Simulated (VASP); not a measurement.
Energy against volume of K (bcc). Calculation: PBE GGA with D3 dispersion (Becke-Johnson damping), VASP's PBE PAW potentials (set 64) (plane waves; VASP). Settings: 520 eV cut-off, 10×10×10 Γ-centred mesh, first-order Methfessel-Paxton smearing of 0.10 eV, potentials K_sv.

```csv
V (Å³/atom),E (eV/atom)
64.563,-1.15687
66.624,-1.15980
68.685,-1.16085
70.745,-1.16029
```

Problem. Fit these four points and predict the energy of the run at 72.806 Å³/atom.

Solution. A cubic in V^(−2/3), the third-order Birch-Murnaghan form, passes through the four points with V0 = 68.95 Å³/atom and B0 = 4 GPa, and gives -1.1583 eV/atom there. The run gave -1.1583 eV/atom, +0.0 meV/atom from the fit; all five points give B0 = 4 GPa.

The compound is K in the bcc structure. It was relaxed first, which changed the volume by -6 %.
